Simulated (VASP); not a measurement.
VASP ran on this input.

File POSCAR:
```
LiF
1
    0.0000000000     2.0150000000     2.0150000000
    2.0150000000     0.0000000000     2.0150000000
    2.0150000000     2.0150000000     0.0000000000
Li F
1 1
Direct
  0.0000000000   0.0000000000   0.0000000000
  0.5000000000   0.5000000000   0.5000000000
```

KPOINTS:
```
Automatic mesh
0
Gamma
10 10 10
0 0 0
```

### INCAR
```
SYSTEM = LiF
PREC = Accurate; ENCUT = 520; LREAL = .FALSE.
LASPH = .TRUE.
EDIFF = 1E-6; NELM = 100; ALGO = Normal
ISMEAR = 0; SIGMA = 0.05
GGA = RE
IBRION = 2; NSW = 60; ISIF = 3
EDIFFG = -0.01
LWAVE = .FALSE.; LCHARG = .FALSE.
```

POTCAR, in this order: Li_sv F (PBE.64 set). Program: vasp_std.

Q: Translate this revPBE calculation to Ansatz.

A: One equivalent input (not run):
Ansatz 0.2 input:
```yaml
crystal:
  lattice:
    - [0.0000000, 2.0150000, 2.0150000]
    - [2.0150000, 0.0000000, 2.0150000]
    - [2.0150000, 2.0150000, 0.0000000]
  atoms:
    - { symbol: Li, position: [0.0000000, 0.0000000, 0.0000000] }
    - { symbol: F, position: [0.5000000, 0.5000000, 0.5000000] }
kpoints:
  mp_grid: { grid: [10, 10, 10] }
hamiltonian:
  xc: revpbe
  pseudopotentials: { kind: paw }
scf:
  occupations: { method: gaussian, width: 0.05 }
  max_iter: 100
relax:
  max_steps: 60
  f_tol: 0.01
  cell: {}
output: { forces: true, stress: true, eigenvalues: true }
```
What does not carry over: each code has its own PAW files, so the cut-off isn't converted (ENCUT is set for VASP's; basis.ecutwfc is left out, and Ansatz then takes the one that its files recommend); Ansatz stops its SCF on the density residual and VASP on the energy change (EDIFF).

The compound is LiF in the rock salt structure. This run relaxes it. Symmetry was kept, so distortions that lower it aren't found.
